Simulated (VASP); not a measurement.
Computed with HSE06 screened hybrid (exact exchange on a k-mesh reduced by 4x4x5), VASP's PBE PAW potentials (set 64) (plane waves; VASP).

A VASP calculation is set up with these files.

**KPOINTS**
```
Automatic
0
gamma
 16 16 20
```

### INCAR
```
AEXX  =  0.25
ALGO  =  Normal
EDIFF  =  1E-5
ENCUT  =  400
GGA  =  PE
HFSCREEN  =  0.2
ISIF  =  0
ISMEAR  =  1
ISYM  =  3
LASPH  =  .TRUE.
LCHARG  =  .FALSE.
LHFCALC  =  .TRUE.
LMAXMIX  =  4
LREAL  =  .FALSE.
LWAVE  =  .FALSE.
NELM  =  50
NELMIN  =  4
NKREDX  =  4
NKREDY  =  4
NKREDZ  =  5
PREC  =  Normal
PRECFOCK  =  Fast
SIGMA  =  0.1
SYSTEM  =  In
```

**POSCAR**
```
In
3.4410070
 -0.4781763975   0.4781763975   0.7366780280
  0.4781763975  -0.4781763975   0.7366780280
  0.4781763975   0.4781763975  -0.7366780280
In
1
Cartesian
  0.0000000000   0.0000000000   0.0000000000
```

POTCAR, in this order: In (PBE.64 set). Program: vasp_std. Read from the step before: WAVECAR.

Output of the run:

OUTCAR:
```
 ion  position               nearest neighbor table
   1  0.000  0.000  0.000-
  LATTYP: Found a body centered tetragonal cell.
 ALAT       =     3.2908166620
 C/A-ratio  =     1.5405988917
 Subroutine PRICEL returns:
 Original cell was already a primitive cell.
 Subroutine GETGRP returns: Found 16 space group operations
The static configuration has the point symmetry D_4h.
The dynamic configuration has the point symmetry D_4h.
 Subroutine INISYM returns: Found 16 space group operations
 Subroutine IBZKPT returns following result:
 Found   1198 irreducible k-points:

 Following reciprocal coordinates:
            Coordinates               Weight
  0.000000  0.000000  0.000000      1.000000
  0.062500  0.000000  0.000000      4.000000
  0.125000  0.000000  0.000000      4.000000
  0.187500 -0.000000  0.000000      4.000000
  0.250000  0.000000  0.000000      8.000000
  0.312500  0.000000  0.000000      4.000000
  0.375000 -0.000000  0.000000      4.000000
  0.437500  0.000000  0.000000      4.000000
  0.500000  0.000000  0.000000      4.000000
  0.062500  0.062500  0.000000      2.000000
  0.125000  0.062500  0.000000      4.000000
  0.187500  0.062500  0.000000      8.000000
  0.250000  0.062500  0.000000      8.000000
  0.312500  0.062500  0.000000      4.000000
  0.375000  0.062500  0.000000      4.000000
  0.437500  0.062500  0.000000      8.000000
  0.500000  0.062500  0.000000      8.000000
 -0.437500  0.062500 -0.000000      4.000000
 -0.375000  0.062500  0.000000      4.000000
 -0.312500  0.062500  0.000000      8.000000
 -0.250000  0.062500  0.000000      8.000000
 -0.187500  0.062500  0.000000      4.000000
 -0.125000  0.062500  0.000000      4.000000
 -0.062500  0.062500  0.000000      2.000000
...
```

### OSZICAR
```
       N       E                     dE             d eps       ncg     rms          rms(c)
DAV:   1    -0.292728595453E+01   -0.29273E+01   -0.24632E-01 12020   0.280E+00    0.123E+00
DAV:   2    -0.292795896859E+01   -0.67301E-03   -0.15472E-03 16425   0.277E-01    0.789E-01
DAV:   3    -0.292717143873E+01    0.78753E-03   -0.18838E-04 15625   0.776E-02    0.447E-01
DAV:   4    -0.292688373560E+01    0.28770E-03   -0.14517E-04 14920   0.570E-02    0.239E-01
DAV:   5    -0.292678342300E+01    0.10031E-03   -0.64630E-05 14960   0.372E-02    0.125E-01
DAV:   6    -0.292674357649E+01    0.39847E-04   -0.25043E-05 14075   0.231E-02    0.635E-02
DAV:   7    -0.292673446738E+01    0.91091E-05   -0.92953E-06  7805   0.143E-02
   1 F= -.29267345E+01 E0= -.29268494E+01  d E =0.344655E-03
```

OUTCAR:
```
------------------------ aborting loop because EDIFF is reached ----------------------------------------
  volume of cell :       27.45
      direct lattice vectors                 reciprocal lattice vectors
    -1.645408331  1.645408331  2.534914251     0.000000000  0.303875938  0.197245331
     1.645408331 -1.645408331  2.534914251     0.303875938  0.000000000  0.197245331
     1.645408331  1.645408331 -2.534914251     0.303875938  0.303875938  0.000000000
 POSITION                                       TOTAL-FORCE (eV/Angst)
 -----------------------------------------------------------------------------------
      0.00000      0.00000      0.00000         0.000000     -0.000000      0.000000
 -----------------------------------------------------------------------------------
    total drift:                                0.000000     -0.000001      0.000045
  FREE ENERGIE OF THE ION-ELECTRON SYSTEM (eV)
  ---------------------------------------------------
  free  energy   TOTEN  =        -2.9267344674 eV

  energy  without entropy=       -2.9270791225  energy(sigma->0) =       -2.92684935

  exchange ACFDT corr.  =         0.00000000  see jH, gK, PRB 81, 115126
```
(Selected blocks of OUTCAR.)

Exact exchange is summed on a reduced mesh (NKRED).

The compound is In in the bct structure. It was relaxed first, which changed the volume by +5 %. The cell's shape comes from a PBE relaxation.
